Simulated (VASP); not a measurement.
Runs of VASP 6.6.1 on NaY. All rows change the cell; the cell of one of them follows. Symmetry: Pm-3m, No. 221, cubic system. Conventional cell: a = 3.609 Å, b = 3.609 Å, c = 3.609 Å, α = 90.00°, β = 90.00°, γ = 90.00°. Na (site symmetry m-3m) is surrounded by 8 Y at 3.13 Å. Y (site symmetry m-3m) has 8 Na at 3.13 Å as nearest neighbours. The cell was built by a generator and needn't be a form met in nature.

```tsv
task	cell	k mesh	cutoff (eV)	gap on the mesh (eV)	pressure (GPa)	relaxed volume (Å³/atom)
single point	species swapped into the SmCd type (Pm-3m, No. 221)	6 × 6 × 6	520	none	(a)	-
relaxation of cell and atoms	relaxed from: species swapped into the SmCd type (Pm-3m, No. 221)	14 × 14 × 14	600	none	0.0	32.27
relaxation of cell and atoms	relaxed from: species swapped into the SmCd type (Pm-3m, No. 221)	6 × 6 × 6	600	none	0.0	32.28
single point	species swapped into the SmCd type (Pm-3m, No. 221)	14 × 14 × 14	520	none	0.0	-
```

Alike in all rows: level PBE; potentials or basis VASP PAW PBE potentials, release 64 (Na_pv, Y_sv); no spin polarisation; smearing gaussian 0.1 eV.

**Question.** Estimate the missing entries.

**Answer.** (a) 13.4.

Caveats: the volume moved by over 15 % at a fixed basis, so the end points are rough (some runs).

A k mesh can miss the band edges, and the runs leave out spin-orbit coupling on Y.

A gap of «none» marks a metal or a gap under the smearing width.
